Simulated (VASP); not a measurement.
**SnO2 (relaxed from the CdCl2 structure, space group R-3m): computed properties**

Computed with r2SCAN meta-GGA, VASP's PBE PAW potentials (set 64) (plane waves; VASP 6.6.1).

```yaml
space_group: R-3m (166)
cell: a = b = 3.2167 Å, c = 13.0277 Å, α = β = 90.00°, γ = 120.00°
volume_per_atom: 12.97 Å³/atom
band gap (over mesh and band path): 2.37 eV
smallest direct gap (over mesh and band path): 2.39 eV
band_edge_character: indirect, Γ-S0 at 0.14 to Γ
density: 6.43 g/cm³
```

Space group R-3m, hexagonal axes (No. 166); a = b = 3.2167 Å, c = 13.0277 Å, α = β = 90.00°, γ = 120.00°

```tsv
atom	site	symmetry	x	y	z
Sn	3a	-3m	0.0000	0.0000	0.0000
O	6c	3m	0.0000	0.0000	0.2584
```
(The calculation used a cell of 3 atoms; values per cell refer to that cell.)

Unless said otherwise, spin-orbit coupling is left out, though it shifts the bands of the heavy elements here.

The structure was generated: SnO2 was put into the CdCl2 type (R-3m), which need not be its known phase. It was relaxed first. Symmetry was kept, so distortions that lower it aren't found.
